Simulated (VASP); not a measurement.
Given:

```
CELL_PARAMETERS angstrom
      0.00000     2.21932     2.21932
      2.21932     0.00000     2.21932
      2.21932     2.21932     0.00000
ATOMIC_POSITIONS crystal
  Nb 0.00000 0.00000 0.00000
  N  0.50000 0.50000 0.50000
```

Computed with RPBE GGA, VASP's PBE PAW potentials (set 64) (plane waves; VASP). Numerical set-up: 520 eV cut-off, Gaussian smearing of 0.050 eV, potentials Nb_sv N.

Problem. Estimate the band gap (along the path) with the smallest direct gap where there is one.

Solution. 
| Item | Result |
|---|---|
| band gap (along the path) | none (metal, semimetal or under 0.01 eV) |

Only differences to runs with the same potentials and settings are physical.

The compound is NbN in the rock salt structure, the cubic δ form, which competes with hexagonal ones. It was relaxed first.
